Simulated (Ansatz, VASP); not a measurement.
# MgO (Periclase) in two plane-wave programs

One calculation is typed for both programs; each brings its own data sets. How far apart do they land? Valence electrons are named where the data sets of a main pair hold unlike numbers.

Main program and level: Ansatz 0.2.0; plane waves, with VASP 6.6.1 beside it; band structure at LDA, band structure at PBEsol and band structure at r2SCAN.

The database entry behind the starting cell differs from later determinations by our own check (about 0.1 % long), so it need not match the best structure at ambient conditions.

## Step 1: Set-up

The structure is cubic, space group Fm-3m (No. 225). The conventional cell has a = 4.217 Å, b = 4.217 Å, c = 4.217 Å, α = 90.00°, β = 90.00°, γ = 90.00°. Nearest to Mg lie 6 O at 2.11 Å. Nearest to O lie 6 Mg at 2.11 Å. Farther neighbours and most contacts between anions are not listed.

Structure file:

```cif
data_structure
_symmetry_space_group_name_H-M 'Fm-3m'
_symmetry_Int_Tables_number 225
_cell_length_a 4.2170
_cell_length_b 4.2170
_cell_length_c 4.2170
_cell_angle_alpha 90.000
_cell_angle_beta 90.000
_cell_angle_gamma 90.000
_cell_volume 74.99
loop_
_atom_site_label
_atom_site_type_symbol
_atom_site_symmetry_multiplicity
_atom_site_Wyckoff_symbol
_atom_site_fract_x
_atom_site_fract_y
_atom_site_fract_z
_atom_site_occupancy
Mg1 Mg 4 a 0.00000 0.00000 0.00000 1
O1 O 4 b 0.50000 0.00000 0.00000 1
```

## Step 2: VASP: band structure, LDA

Levels along a path test the potential and the projectors away from the mesh points.

Lines of VASP's logs that name or quote its potential files are left out, and so is its time.

Input file INCAR:

```
SYSTEM = MgO
PREC = Accurate
ENCUT = 520
EDIFF = 1E-06
NELM = 100
ISMEAR = 0
SIGMA = 0.02
LREAL = .FALSE.
ALGO = Normal
GGA = CA
NBANDS = 16
LORBIT = 11
LWAVE = .FALSE.
LCHARG = .FALSE.
KPAR = 4
```

Input file POSCAR:

```
MgO
1.0
    0.0000000000      2.1085000000      2.1085000000
    2.1085000000      0.0000000000      2.1085000000
    2.1085000000      2.1085000000      0.0000000000
Mg O
1 1
Direct
    0.0000000000      0.0000000000      0.0000000000
    0.5000000000      0.5000000000      0.5000000000
```

Input file KPOINTS:

```
Automatic mesh
0
Gamma
6 6 6
0 0 0
```

Input file KPOINTS_OPT:

```
Line mode
16
Line-mode
Reciprocal
  0.00000000   0.00000000   0.00000000 GAMMA
  0.50000000   0.00000000   0.50000000 X

  0.50000000   0.00000000   0.50000000 X
  0.50000000   0.25000000   0.75000000 W

  0.50000000   0.25000000   0.75000000 W
  0.37500000   0.37500000   0.75000000 K

  0.37500000   0.37500000   0.75000000 K
  0.00000000   0.00000000   0.00000000 GAMMA

  0.00000000   0.00000000   0.00000000 GAMMA
  0.50000000   0.50000000   0.50000000 L

  0.50000000   0.50000000   0.50000000 L
  0.62500000   0.25000000   0.62500000 U

  0.62500000   0.25000000   0.62500000 U
  0.50000000   0.25000000   0.75000000 W

  0.50000000   0.25000000   0.75000000 W
  0.50000000   0.50000000   0.50000000 L

  0.50000000   0.50000000   0.50000000 L
  0.37500000   0.37500000   0.75000000 K

  0.62500000   0.25000000   0.62500000 U
  0.50000000   0.00000000   0.50000000 X
```

The projector-augmented-wave data sets are Mg and O (PBE family, release 64).

Run with:

```
$ mpirun -np 4 vasp_std
```

Numbers of over 12 decimals in the logs are rounded to 6 here.

Output:

```text
[banner, memory and clock lines left out]
running    4 mpi-ranks, on    1 nodes
 distrk:  each k-point on    1 cores,    4 groups
 distr:  one band on    1 cores,    1 groups

 POSCAR found type information on POSCAR MgO
 POSCAR found :  2 types and       2 ions
|                                                                             |
|               ----> ADVICE to this user running VASP <----                  |
|                                                                             |
|     You enforced a specific xc type in the INCAR file but a different       |
|     [... a line on the potential file left out ...]
|     I HOPE YOU KNOW WHAT YOU ARE DOING!                                     |
|                                                                             |

 LDA part: xc-table for (Slater(with rela. corr.)+CA(PZ))
 , standard interpolation
 POSCAR, INCAR and KPOINTS ok, starting setup
 FFT: planning ... GRIDC
 FFT: planning ... GRID_SOFT
 FFT: planning ... GRID
 WAVECAR not read
 entering main loop
       N       E                     dE             d eps       ncg     rms          rms(c)
DAV:   1     0.120056611814E+02    0.12006E+02   -0.42800E+03   592   0.440E+02
DAV:   2    -0.142431036839E+02   -0.26249E+02   -0.25652E+02   696   0.112E+02
DAV:   3    -0.147252687859E+02   -0.48217E+00   -0.48195E+00   600   0.117E+01
DAV:   4    -0.147262264854E+02   -0.95770E-03   -0.95769E-03   696   0.585E-01
DAV:   5    -0.147262291550E+02   -0.26696E-05   -0.26697E-05   576   0.282E-02    0.664E+00
DAV:   6    -0.133632502497E+02    0.13630E+01   -0.67411E+00   568   0.104E+01    0.216E+00
DAV:   7    -0.133298725543E+02    0.33378E-01   -0.66818E-02   568   0.156E+00    0.131E+00
DAV:   8    -0.133074052088E+02    0.22467E-01   -0.36749E-02   568   0.135E+00    0.329E-01
DAV:   9    -0.133064878011E+02    0.91741E-03   -0.11353E-03   632   0.189E-01    0.148E-01
DAV:  10    -0.133063092526E+02    0.17855E-03   -0.33455E-04   592   0.119E-01    0.965E-03
DAV:  11    -0.133063080543E+02    0.11984E-05   -0.11134E-05   640   0.156E-02    0.383E-03
DAV:  12    -0.133063079761E+02    0.78201E-07   -0.28390E-07   336   0.330E-03
   1 F= -.13306308E+02 E0= -.13306308E+02  d E =-.429578E-39
 Start KPOINTS_OPT (optional k-point list driver)
k-point batch [1-16\160]
       N       E                     dE             ncg
DAV:   1     0.194173485451E+03   -0.34065E+04      560
DAV:   2    -0.270486843297E+03   -0.46466E+03      688
DAV:   3    -0.281142616023E+03   -0.10656E+02      608
DAV:   4    -0.281163319609E+03   -0.20704E-01      688
DAV:   5    -0.281163381637E+03   -0.62028E-04      592
DAV:   6    -0.281163381876E+03   -0.23890E-06      640
[...]
k-point batch [145-160\160]
       N       E                     dE             ncg
DAV:   1     0.106120495382E+03   -0.59007E+04      544
DAV:   2    -0.352285332326E+03   -0.45841E+03      680
DAV:   3    -0.361643797219E+03   -0.93585E+01      680
DAV:   4    -0.361665609053E+03   -0.21812E-01      664
DAV:   5    -0.361665674248E+03   -0.65195E-04      672
DAV:   6    -0.361665674471E+03   -0.22260E-06      608
```

From OUTCAR (step 2):

```text
ion  position               nearest neighbor table
   1  0.000  0.000  0.000-   2 2.11   2 2.11   2 2.11   2 2.11   2 2.11   2 2.11
   2  0.500  0.500  0.500-   1 2.11   1 2.11   1 2.11   1 2.11   1 2.11   1 2.11

  LATTYP: Found a face centered cubic cell.
 ALAT       =     4.2170000000

 Subroutine GETGRP returns: Found 48 space group operations
 (whereof 48 operations were pure point group operations)

The static configuration has the point symmetry O_h .

 Found     16 irreducible k-points:

   k-points           NKPTS =     16   k-points in BZ     NKDIM =     16   number of bands    NBANDS=     16

   dimension x,y,z NGX =    24 NGY =   24 NGZ =   24
   dimension x,y,z NGXF=    48 NGYF=   48 NGZF=   48

   ENCUT  =  520.0 eV  38.22 Ry    6.18 a.u.   5.54  5.54  5.54*2*pi/ulx,y,z

   NELECT =       8.0000    total number of electrons

 k-points in reciprocal lattice and weights: Automatic mesh
   0.00000000  0.00000000  0.00000000       0.005
   0.16666667  0.00000000  0.00000000       0.037
   0.33333333  0.00000000  0.00000000       0.037
   0.50000000  0.00000000  0.00000000       0.019
   0.16666667  0.16666667  0.00000000       0.028
   0.33333333  0.16666667  0.00000000       0.111
   0.50000000  0.16666667  0.00000000       0.111
  -0.33333333  0.16666667  0.00000000       0.111
  -0.16666667  0.16666667  0.00000000       0.056
[...]
-0.33333333  0.33333333  0.16666667       0.111
  -0.33333333  0.50000000  0.16666667       0.056

 average (electrostatic) potential at core
       1 -34.4825       2 -69.5282

 E-fermi :   2.9777

 k-point     1 :       0.0000    0.0000    0.0000
  band No.  band energies     occupation
      1     -14.1823      2.00000
      2       2.7967      2.00000
      3       2.7967      2.00000
      4       2.7967      2.00000
      5       7.4396      0.00000
      6      18.3080      0.00000
      7      18.3080      0.00000
      8      18.3080      0.00000
      9      22.3109      0.00000
    ...

 k-point     2 :       0.1667    0.0000    0.0000
  band No.  band energies     occupation
      1     -13.8885      2.00000
      2       1.2738      2.00000
      3       2.6197      2.00000
      4       2.6197      2.00000
      5       8.8455      0.00000
      6      16.0150      0.00000
      7      18.8762      0.00000
      8      18.8762      0.00000
      9      22.6637      0.00000
    ...

 k-point     3 :       0.3333    0.0000    0.0000
  band No.  band energies     occupation
      1     -13.2236      2.00000
      2      -0.9160      2.00000
      3       2.2891      2.00000
      4       2.2891      2.00000
      5      10.3153      0.00000
      6      14.8887      0.00000
      7      19.0669      0.00000
      8      19.0669      0.00000
      9      23.3524      0.00000
    ...

  Total       -0.7508022     -0.7508022     -0.7508022     -0.0000000      0.0000000     -0.0000000
  in kB      -64.1630975    -64.1630975    -64.1630975     -0.0000000      0.0000000     -0.0000000
  external PRESSURE =     -64.1630975 kB  Pullay stress =       0.0000000 kB

  energy-cutoff  :      520.00
  volume of cell :       18.75
      direct lattice vectors                 reciprocal lattice vectors
     0.000000000  2.108500000  2.108500000    -0.237135404  0.237135404  0.237135404
     2.108500000  0.000000000  2.108500000     0.237135404 -0.237135404  0.237135404
     2.108500000  2.108500000  0.000000000     0.237135404  0.237135404 -0.237135404

 POSITION                                       TOTAL-FORCE (eV/Angst)
 -----------------------------------------------------------------------------------
      0.00000      0.00000      0.00000         0.000000      0.000000      0.000000
      2.10850      2.10850      2.10850        -0.000000     -0.000000     -0.000000
 -----------------------------------------------------------------------------------
    total drift:                               -0.000000     -0.000000      0.000000

  FREE ENERGIE OF THE ION-ELECTRON SYSTEM (eV)
  ---------------------------------------------------
  free  energy   TOTEN  =       -13.3063079761 eV

  energy  without entropy=      -13.3063079761  energy(sigma->0) =      -13.30630798

 total charge
# of ion       s       p       d       tot
------------------------------------------
    1        0.152   0.183   0.082   0.416
    2        1.528   3.532   0.000   5.060
--------------------------------------------------
tot          1.680   3.715   0.082   5.477

[... 3 further parts left out ...]
```

The PAW data sets were made with PBE, though LDA sets exist; pressures can shift by 1 GPa and more with it. At this level the cell is under a tension of 6.4 GPa, so at these settings it is away from equilibrium.

## Step 3: Ansatz: band structure, LDA

Ansatz runs on its default PAW (the set named soft_2) files.

The same cell, functional (in two slightly different forms), mesh and smearing now go to Ansatz, which takes its cutoff from its data sets.

Input file input.yaml:

```yaml
crystal:
  lattice:
    - [0.0, 2.1085, 2.1085]
    - [2.1085, 0.0, 2.1085]
    - [2.1085, 2.1085, 0.0]
  atoms:
    - { symbol: Mg, position: [0.0, 0.0, 0.0] }
    - { symbol: O, position: [0.5, 0.5, 0.5] }
hamiltonian:
  xc: lda
  pseudopotentials: { kind: paw }
kpoints:
  mp_grid: { grid: [6, 6, 6] }
  band_path:
    path:
      - [0.0, 0.0, 0.0]
      - [0.16667, 0.0, 0.16667]
      - [0.33333, 0.0, 0.33333]
      - [0.5, 0.0, 0.5]
      - [0.5, 0.08333, 0.58333]
      - [0.5, 0.18333, 0.68333]
      - [0.5, 0.25, 0.75]
      - [0.45, 0.3, 0.75]
      - [0.40833, 0.34167, 0.75]
      - [0.35, 0.35, 0.7]
      - [0.225, 0.225, 0.45]
      - [0.075, 0.075, 0.15]
      - [0.03333, 0.03333, 0.03333]
      - [0.23333, 0.23333, 0.23333]
      - [0.4, 0.4, 0.4]
      - [0.51667, 0.46667, 0.51667]
      - [0.55833, 0.38333, 0.55833]
      - [0.60833, 0.28333, 0.60833]
      - [0.60833, 0.25, 0.64167]
      - [0.55833, 0.25, 0.69167]
      - [0.51667, 0.25, 0.73333]
      - [0.5, 0.3, 0.7]
      - [0.5, 0.38333, 0.61667]
      - [0.5, 0.48333, 0.51667]
      - [0.475, 0.475, 0.55]
      - [0.425, 0.425, 0.65]
      - [0.38333, 0.38333, 0.73333]
      - [0.59167, 0.18333, 0.59167]
      - [0.55, 0.1, 0.55]
      - [0.5, 0.0, 0.5]
    npoints: 1
scf:
  occupations: { method: gaussian, width: 0.02 }
  n_extra_bands: 7
output:
  forces: true
  stress: true
  eigenvalues: true
  write_density: true
  write_potential: true
  elf: true
  volumetric_format: npy
```

Run with:

```
$ ansatz run input.yaml --threads 2 --pin off --max-ram 4608MiB --backend cpu --events-out ev --progress --plain --runs-dir out
```

Output:

```text
scf.n_extra_bands = 7 over 8 filled bands (N_el = 16.0): the run solves 15 bands
Engine: ansatz 0.2.0, aarch64-unknown-linux-gnu
Pseudopotentials: kind: paw
Pseudopotential: Mg, paw, valence charge 10, recommended cutoff 420 eV (normal), Mg.paw.azcp
Pseudopotential: O, paw, valence charge 6, recommended cutoff 420 eV (normal), O.paw.azcp
Functional definition: SPW92
  exchange = slater_x
  correlation = pw_c
Crystal: 2 atoms, lattice volume = 18.748 Å³
Basis set: ecut = 420 eV, 339 PW (Γ)
Bands: 15, of which v1, the nominal top of the filled ones, is band 8 counted from 1 (7 counted from 0)
Symmetry: 48 space group operations
Space group: Fm-3m (ITA 225), of the structure as read, at distance tolerance 2.7e-5 Å
k-points: 16 of 216
Non-local potential: Mg, projectors of the file, l = 0: 3, l = 1: 2, l = 2: 1
Non-local potential: O, projectors of the file, l = 0: 2, l = 1: 2, l = 2: 1
PAW form: soft (Blöchl's): semilocal exchange-correlation on the pseudo side does not see the compensation charge
PAW frozen core: Mg, regenerated for the run's functional, and the local potential with it (the file was generated under x = pbe(κ = 0.804, μ = 0.219515), c = pbe(β = 0.066725))
PAW frozen core: O, regenerated for the run's functional, and the local potential with it (the file was generated under x = pbe(κ = 0.804, μ = 0.219515), c = pbe(β = 0.066725))
PAW one-centre angular grid: Mg, 110 points (default); XC on 64 Gauss nodes
PAW one-centre angular grid: O, 110 points (default); XC on 64 Gauss nodes
Initial density: superposition of atomic densities (neutral atoms: chi_scale 0, normalization atom), corrected by the library's trained network
Initial wavefunctions: pseudopotential atomic-orbital guess
Functional: x = slater, c = lda
SCF iter   1: F=—  HF=-2460.065543 eV  |F-HF|=—  |Δ(HF+E_count)|=         —  Δρ=1.70e-2  dr2=4.36e-2  ethr=1.77e-3  ⟨swp⟩=5.9  Hψ=1294  notcnv=0  defer=1
preconditioner: auto → none  [insulator: Δε(μ)=4.471 eV  Ē_g=22.122 eV  σ=0.020 eV  W_gap=1.00  n_scr=8 (ndim 8)  ℏωp=24.3 eV  f_vac=0.000  D(μ)=0.00/eV (n_scr^D=0)  ε∞_Penn≈2.2]
SCF iter   2: F=—  HF=-2460.051239 eV  |F-HF|=—  |Δ(HF+E_count)|=   1.43e-2  Δρ=6.00e-3  dr2=6.54e-3  ethr=2.72e-4  ⟨swp⟩=2.0  Hψ=440  notcnv=0  defer=31
SCF iter   3: F=—  HF=-2460.049103 eV  |F-HF|=—  |Δ(HF+E_count)|=   2.14e-3  Δρ=8.53e-4  dr2=8.05e-5  ethr=4.09e-5  ⟨swp⟩=2.1  Hψ=316  notcnv=0  defer=33
SCF iter   4: F=—  HF=-2460.049066 eV  |F-HF|=—  |Δ(HF+E_count)|=   3.77e-5  Δρ=9.95e-5  dr2=1.75e-6  ethr=5.03e-7  ⟨swp⟩=2.1  Hψ=259  notcnv=0  defer=33
iter 5 did not close the SCF: its close was put off for the readings that it lacked (scf_convergence_deferred on its scf_iter line)
SCF iter   5: F=-2460.049065 eV  HF=-2460.049065 eV  |F-HF|=5.27e-9  |Δ(HF+E_count)|=   4.40e-7  Δρ=1.09e-5  dr2=8.14e-9  ethr=1.09e-8  ⟨swp⟩=2.3  Hψ=270  notcnv=0  defer=33
SCF iter   6: F=-2460.049065 eV  HF=-2460.049065 eV  |F-HF|=4.90e-10  |Δ(HF+E_count)|=   7.11e-9  Δρ=2.03e-6  dr2=2.46e-10  ethr=5.09e-11  ⟨swp⟩=8.2  Hψ=1316  notcnv=0
SCF 1 converged in 6 iterations: F = -2460.049065 eV  dr2 = 2.46e-10
  greatest PAW one-centre occupation: 1.000 electrons in one spin orbital (limit 2), on the Mg atom at site 0 (counted from 0), in its partial waves of l = 1
NSCF: frozen V_eff on 30 k-points
SCF converged after 6 iterations
Free energy (F): -2460.049065 eV
Harris-Foulkes:  -2460.049065 eV  (|F-HF|=4.90e-10)
Internal energy: -2460.049065 eV  (E = F + TS)
E sigma→0 (E₀):  -2460.049065 eV
Fermi energy:    10.029155 eV
--- Per-component energies (eV) ---
  E_band       = -296.370022
  E_kinetic    = 254.519222
  E_local      = -1603.478901  (includes V_loc(G=0)·N_el)
  E_nonlocal   = 145.516754
  E_hartree    = 552.647975
  E_xc         = -103.599477
  E_vxc        = -133.710681  (∫ρ·V_xc dr)
  E_paw        = -418.047741  (= ΣΔE_a)
  E_vpaw       = -64.515570  (= ΣTr[D̂ρ^β])
  E_aug_tail   = 0.002578  (compensation charges beyond the density's cutoff)
  E_ewald      = -1287.856876
  E_core_change = 0.247401  (= ΣΔE_core)
  E_smearing   = -0.000000  (= −TS)
  E_closure    = 0.000000  (closes the sum)
  Σ components = -2460.049065   (vs F -2460.049065, Δ=0.00e0)
--- Forces (eV/Å), atoms counted from 1 ---
  atom   1  Mg    -0.00000000     0.00000000     0.00000000
  atom   2  O      0.00000000    -0.00000000     0.00000000
  max |Σ_I F_I| component: 1.74e-29 eV/Å
--- Stress (GPa, compression-positive) ---
       -6.579587       0.000000       0.000000
       -0.000000      -6.579587       0.000000
       -0.000000      -0.000000      -6.579587
  P = ⅓ Tr σ = -6.5796 GPa (-65.796 kbar)
--- Band table (eV; the first three rows and the last of 16) ---
  k-point 0: bands = [... 4 lower, -9.2658, 7.7181, 7.7181, 7.7181, 12.3401, 23.2439, 23.2439, 23.2439, ... 3 higher]
  k-point 1: bands = [... 4 lower, -8.9638, 6.1950, 7.5417, 7.5417, 13.7483, 20.9451, 23.8033, 23.8033, ... 3 higher]
  k-point 2: bands = [... 4 lower, -8.2831, 4.0110, 7.2140, 7.2140, 15.2270, 19.8025, 23.9729, 23.9729, ... 3 higher]
  k-point 15: bands = [... 4 lower, -7.6102, 4.1400, 5.4599, 6.0257, 18.0648, 18.8182, 19.9660, 23.8895, ... 3 higher]
```

Elapsed: 0.45 s, on 2 threads of Arm Neoverse V2, shared host; peak memory 0.24 GiB.

Reading the cycles: dr2 is the Hartree energy of the density residual (eV), the measure of convergence; HF is the Harris–Foulkes estimate of the energy, which meets the free energy F at convergence.

## Step 4: Side by side

Known differences besides the potentials themselves: the two LDA forms differ slightly; the data sets hold 16 valence electrons in Ansatz (on its default PAW (the set named soft_2) files) and 8 in VASP; the cutoff is 420 eV in Ansatz and 520 eV in VASP; Ansatz makes its cores anew for this functional, VASP keeps those of its PBE data sets; VASP's log shows a relativistic correction to its local exchange, Ansatz's none. Total energies have different zeros and are not compared.

The two programs side by side:

```
                                        quantity  Ansatz   VASP  difference
                                  pressure (GPa)   -6.58  -6.42       -0.16
pressure without Ansatz's Pulay correction (GPa)   -7.41  -6.42       -0.99
                   gap over the path points (eV)   4.622  4.643      -0.021
```

Levels at points of the path, from each program's valence-band top (eV; 3 filled, then empty):

```
k (reciprocal lattice)                         Ansatz                           VASP
     0.000 0.000 0.000      0.00 0.00 0.00 4.62 15.53      0.00 0.00 0.00 4.64 15.51
     0.167 0.000 0.167   -1.60 -0.39 -0.39 6.51 12.48   -1.60 -0.39 -0.39 6.53 12.46
     0.333 0.000 0.333    -3.46 -1.06 -1.06 9.08 9.82    -3.47 -1.07 -1.07 9.11 9.80
     0.500 0.000 0.500    -4.10 -1.36 -1.36 8.92 9.67    -4.14 -1.37 -1.37 8.89 9.70
     0.500 0.083 0.583   -3.97 -1.62 -1.47 9.34 10.08   -4.00 -1.64 -1.48 9.31 10.12
     0.500 0.183 0.683  -3.47 -2.40 -1.73 10.57 11.32  -3.50 -2.42 -1.73 10.56 11.36
     0.500 0.250 0.750  -2.98 -2.98 -1.80 11.43 11.43  -3.00 -3.00 -1.80 11.43 11.43
     0.450 0.300 0.750  -3.31 -2.74 -1.58 10.67 11.66  -3.34 -2.75 -1.58 10.66 11.70
     0.408 0.342 0.750  -3.47 -2.73 -1.26 10.06 11.51  -3.50 -2.74 -1.26 10.05 11.54
     0.350 0.350 0.700  -3.27 -3.08 -1.07 10.05 11.92  -3.29 -3.09 -1.07 10.04 11.96
```

Among the levels compared at these points, filled levels agree within 34 meV and empty ones within 40 meV. Ansatz's pressure holds a Pulay correction of 0.83 GPa; VASP's holds none.

(Continued in part 2 of 2.)

[Lines on the potential files, build, host, timing and source positions are cut from VASP's logs without a mark.]

[Logs are printed without paths, hosts, clocks, repeated set-up lines and the standing remarks that a program may print on its own settings, such as how far it seeks lower states.]

[Hosts, paths, dates, database ids (printed as entryN), source tags and the programs' standing remarks are cut or masked in the printed files.]
